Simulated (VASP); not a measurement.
Level of theory: PBEsol GGA, VASP's PBE PAW potentials (set 64) (plane waves; VASP).

Input for VASP

KPOINTS:
```
Automatic mesh
0
Gamma
10 10 5
0 0 0
```

### POSCAR
```
HfSb4Mo
1
    5.1333322515    -1.8039161022     0.0101960238
    5.1333322515     1.8039161022     0.0101960238
   -4.1451311551     0.0000000000     7.2420641860
Hf Sb Mo
1 4 1
Direct
  0.1506419783   0.1506419783   0.1895263399
  0.8593987205   0.8593987205   0.4762647919
  0.1563063123   0.1563063123   0.5464219733
  0.3960819798   0.3960819798   0.0983863742
  0.5905916727   0.5905916727   0.8801569641
  0.8480193365   0.8480193365   0.8092435567
```

**INCAR**
```
SYSTEM=HfSb4Mo
PREC=Accurate; ENCUT=400; LREAL=.FALSE.
LASPH=.TRUE.
EDIFF=1E-7; NELM=100; ALGO=Normal
LMAXMIX=6
ISMEAR=-5
GGA=PS
ISIF=2
LWAVE=.FALSE.; LCHARG=.TRUE.; LORBIT=11
NEDOS=601
LEFG=.TRUE.
```

POTCAR, in this order: Hf_pv Sb Mo_sv (PBE.64 set). Program: vasp_std.

The resulting files:

### OUTCAR
```
 ion  position               nearest neighbor table
   1  0.151  0.151  0.190-   2 2.91   2 2.91   4 2.95   4 2.95   3 2.95   5 2.95   5 2.95   4 2.97
                             6 3.16
   2  0.859  0.859  0.476-   3 2.80   6 2.84   1 2.91   1 2.91   3 3.03   3 3.03   5 3.51   5 3.51
  LATTYP: Found a base centered monoclinic cell.
 ALAT       =    10.2666847547
 B/A-ratio  =     0.3514116086
 C/A-ratio  =     0.8127682722
 COS(beta)  =    -0.4950291094
 Subroutine PRICEL returns:
 Original cell was already a primitive cell.
 Subroutine GETGRP returns: Found  2 space group operations
The static configuration has the point symmetry C_1h.
The dynamic configuration has the point symmetry C_1h.
 Subroutine INISYM returns: Found  2 space group operations
 Subroutine IBZKPT returns following result:
 Found    141 irreducible k-points:

 Following reciprocal coordinates:
            Coordinates               Weight
  0.000000  0.000000  0.000000      1.000000
  0.100000  0.000000 -0.000000      4.000000
  0.200000  0.000000 -0.000000      4.000000
  0.300000  0.000000 -0.000000      4.000000
  0.400000 -0.000000  0.000000      4.000000
...
```

File OSZICAR:
```
       N       E                     dE             d eps       ncg     rms          rms(c)
DAV:   1     0.270912501832E+03    0.27091E+03   -0.18505E+04  8620   0.121E+03
DAV:   2    -0.251390627579E+02   -0.29605E+03   -0.29218E+03  8724   0.308E+02
DAV:   3    -0.429405086048E+02   -0.17801E+02   -0.17519E+02  9408   0.658E+01
DAV:   4    -0.433860555346E+02   -0.44555E+00   -0.44315E+00  9320   0.109E+01
DAV:   5    -0.433946359928E+02   -0.85805E-02   -0.85578E-02  9888   0.163E+00    0.482E+01
DAV:   6    -0.429623523101E+02    0.43228E+00   -0.13241E+01  8446   0.160E+01    0.259E+01
DAV:   7    -0.455624562041E+02   -0.26001E+01   -0.47070E+01  9880   0.284E+01    0.209E+01
DAV:   8    -0.422029087528E+02    0.33595E+01   -0.12915E+01  9150   0.151E+01    0.405E+00
DAV:   9    -0.421084578635E+02    0.94451E-01   -0.16941E+00 10032   0.576E+00    0.153E+00
DAV:  10    -0.421065600917E+02    0.18978E-02   -0.55915E-02  9334   0.109E+00    0.107E+00
DAV:  11    -0.421075021354E+02   -0.94204E-03   -0.79194E-03 10304   0.392E-01    0.516E-01
DAV:  12    -0.421055434544E+02    0.19587E-02   -0.12094E-02  9164   0.468E-01    0.131E-01
DAV:  13    -0.421055740543E+02   -0.30600E-04   -0.62437E-04  9632   0.114E-01    0.690E-02
DAV:  14    -0.421055705305E+02    0.35238E-05   -0.32023E-04  8672   0.792E-02    0.373E-02
DAV:  15    -0.421055564021E+02    0.14128E-04   -0.62685E-05  8946   0.329E-02    0.116E-02
DAV:  16    -0.421055555966E+02    0.80547E-06   -0.48671E-06  9702   0.951E-03    0.753E-03
DAV:  17    -0.421055553645E+02    0.23211E-06   -0.15989E-07  5850   0.205E-03    0.455E-03
DAV:  18    -0.421055552956E+02    0.68935E-07   -0.11986E-07  4414   0.192E-03
   1 F= -.42105555E+02 E0= -.42105555E+02  d E =0.000000E+00
```

**OUTCAR**
```
------------------------ aborting loop because EDIFF is reached ----------------------------------------
  FORCE on cell =-STRESS in cart. coord.  units (eV):
  Direction    XX          YY          ZZ          XY          YZ          ZX
  --------------------------------------------------------------------------------------
  Total       -0.1271357      0.0889099      0.0093778      0.0000000      0.0000000      0.0213865
  in kB       -1.5169682      1.0608630      0.1118946      0.0000000      0.0000000      0.2551807
  external PRESSURE =      -0.1147368 kB  Pullay stress =       0.0000000 kB
  volume of cell :      134.28
      direct lattice vectors                 reciprocal lattice vectors
     5.133332251 -1.803916102  0.010196024     0.097292010 -0.277174753  0.055686905
     5.133332251  1.803916102  0.010196024     0.097292010  0.277174753  0.055686905
    -4.145131155  0.000000000  7.242064186    -0.000273953  0.000000000  0.137925377
 POSITION                                       TOTAL-FORCE (eV/Angst)
 -----------------------------------------------------------------------------------
      0.76098      0.00000      1.37563        -0.002904      0.000000      0.024981
      6.84898      0.00000      3.46667        -0.019129      0.000000      0.001720
     -0.66025      0.00000      3.96041         0.025769      0.000000     -0.007498
      3.65862      0.00000      0.72060         0.006042      0.000000      0.008066
      2.41504      0.00000      6.38620        -0.002979      0.000000     -0.015346
      5.35191      0.00000      5.87789        -0.006799      0.000000     -0.011923
 -----------------------------------------------------------------------------------
    total drift:                               -0.000139      0.000000     -0.000019
  FREE ENERGIE OF THE ION-ELECTRON SYSTEM (eV)
  ---------------------------------------------------
  free  energy   TOTEN  =       -42.1055552956 eV

  energy  without entropy=      -42.1055552956  energy(sigma->0) =      -42.10555530

 total charge

# of ion       s       p       d       tot
------------------------------------------
    1        0.291   6.403   1.691   8.384
    2        1.150   1.282   0.057   2.490
    3        1.151   1.279   0.061   2.491
    4        1.136   1.313   0.049   2.499
    5        1.139   1.255   0.056   2.451
    6        2.257   6.132   3.990  12.379
--------------------------------------------------
tot          7.124  17.665   5.905  30.693

 Electric field gradients after diagonalization (V/A^2)
 (convention: |V_zz| > |V_xx| > |V_yy|)
----------------------------------------------------------------------
 ion       V_xx      V_yy      V_zz     asymmetry (V_yy - V_xx)/ V_zz
----------------------------------------------------------------------
   1      49.638    22.144   -71.782       0.383
   2    -149.097   -44.866   193.963       0.537
   3     144.068    91.900  -235.968       0.221
   4      81.126    63.239  -144.365       0.124
   5      86.126    59.728  -145.853       0.181
   6      57.352    27.529   -84.880       0.351
```
(Selected blocks of OUTCAR.)

OUTCAR:
```
 val. band max:        9.1214836385   @ k =   0.1000   0.1000   0.4000

 cond. band min:       9.0858090949   @ k =  -0.3000   0.5000   0.2000


 Fermi energy:         9.1066675027

 k-point     1 :       0.0000    0.0000    0.0000
  band No.  band energies     occupation
      1     -51.9198      2.00000
      2     -26.0886      2.00000
      3     -26.0576      2.00000
      4     -26.0201      2.00000
      5     -21.6022      2.00000
      6     -21.5369      2.00000
      7     -21.4709      2.00000
      8      -3.6559      2.00000
      9      -1.6855      2.00000
     10       0.0151      2.00000
     11       1.4726      2.00000
     12       3.3496      2.00000
     13       4.0498      2.00000
     14       4.7689      2.00000
     15       6.2597      2.00000
     16       7.0247      2.00000
     17       7.0827      2.00000
     18       7.2959      2.00000
     19       7.7693      2.00000
     20       7.9297      2.00000
     21       8.5597      2.00000
     22       8.6132      2.00000
     23       9.9198      0.00000
     24      10.2893      0.00000
     25      10.7538      0.00000
     26      11.4173      0.00000

 k-point     2 :       0.1000    0.0000   -0.0000
  band No.  band energies     occupation
      1     -51.9195      2.00000
      2     -26.0953      2.00000
      3     -26.0567      2.00000
      4     -26.0192      2.00000
      5     -21.6009      2.00000
      6     -21.5351      2.00000
      7     -21.4835      2.00000
      8      -3.5192      2.00000
      9      -1.6157      2.00000
     10       0.0990      2.00000
     11       1.4046      2.00000
     12       3.5628      2.00000
     13       3.9566      2.00000
     14       5.0217      2.00000
     15       6.1532      2.00000
     16       6.6955      2.00000
     17       7.0010      2.00000
     18       7.1705      2.00000
     19       7.6041      2.00000
     20       7.8547      2.00000
     21       8.2432      2.00000
     22       8.5838      2.00000
...
```

For a metal the tetrahedron method with Blöchl corrections gives inexact stress and forces. Unless said otherwise, spin-orbit coupling is left out, though it shifts the bands of the heavy elements here.

The structure comes from a computed database's HfSb4Mo entry (Cm); how it stands against other phases isn't given here. It was relaxed first.
